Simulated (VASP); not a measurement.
Given:

```
CELL_PARAMETERS angstrom
      3.90500     0.00000     0.00000
      0.00000     3.90500     0.00000
      0.00000     0.00000     3.90500
ATOMIC_POSITIONS crystal
  Sr 0.00000 0.00000 0.00000
  Ti 0.50000 0.50000 0.50000
  O  0.50000 0.00000 0.50000
  O  0.00000 0.50000 0.50000
  O  0.50000 0.50000 0.00000
```

These are LDA (Ceperley-Alder, Perdew-Zunger), VASP's LDA PAW potentials (set 64) (plane waves; VASP 6.6.1) values and carry that method's errors. Settings: 400 eV cut-off, 6×6×6 Γ-centred mesh, Fermi-Dirac smearing of 0.010 eV, potentials Sr_sv Ti_sv O.

Give the energies of bands 12 to 23 at the high-symmetry points, in eV from the valence-band maximum.

```tsv
band	Γ	X	M	R
12	-2.84	-4.35	-4.74	-4.66
13	-2.84	-2.88	-4.55	-4.20
14	-2.84	-2.88	-4.22	-4.20
15	-1.18	-2.53	-2.92	-3.78
16	-1.18	-2.40	-2.92	-3.78
17	-1.18	-2.40	-1.74	-3.78
18	-0.36	-2.04	-1.58	0.00
19	-0.36	-0.75	-1.58	0.00
20	-0.36	-0.75	-0.10	0.00
21	1.76	1.94	3.75	4.44
22	1.76	3.75	3.75	4.44
23	1.76	3.75	4.20	4.44
```

The gap is indirect, 1.76 eV, from the valence maximum at R to the conduction minimum at Γ.

The structure is a typed SrTiO3 crystal (Pm-3m). The cell was not relaxed at this level.
